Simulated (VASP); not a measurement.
Input:

```yaml
crystal:
  lattice:
    - [3.19742, 0.00000, 0.00000]
    - [-1.59871, 2.76905, 0.00000]
    - [0.00000, 0.00000, 5.59462]
  atoms:
    - { symbol: Sn, position: [0.00000, 0.00000, 0.00000] }
    - { symbol: Sn, position: [0.00000, 0.00000, 0.50000] }
    - { symbol: C, position: [0.33333, 0.66667, 0.25000] }
    - { symbol: C, position: [0.66667, 0.33333, 0.75000] }
```

Computed with PBEsol GGA, VASP's PBE PAW potentials (set 64) (plane waves; VASP). Run with 620 eV cut-off, 11×11×6 Γ-centred mesh, first-order Methfessel-Paxton smearing of 0.10 eV, potentials Sn_d C.

Unless said otherwise, spin-orbit coupling is left out, though it shifts the bands of the heavy elements here.

Task: Predict the energy per atom (σ→0), pressure, band gap (on the k-mesh) with the smallest direct gap where there is one.

Result: 
| Item | Result |
|---|---|
| band gap (on the k-mesh) | none (metal, semimetal or under 0.01 eV) |
| energy per atom (σ→0) | -5.466 eV/atom |
| pressure | 20.16 GPa |

The absolute energy has meaning only against runs of the same code, potentials and settings.

The structure was generated: SnC was put into the NiAs type type (P6_3/mmc), which need not be its known phase. It was relaxed first under an external pressure of 20 GPa.
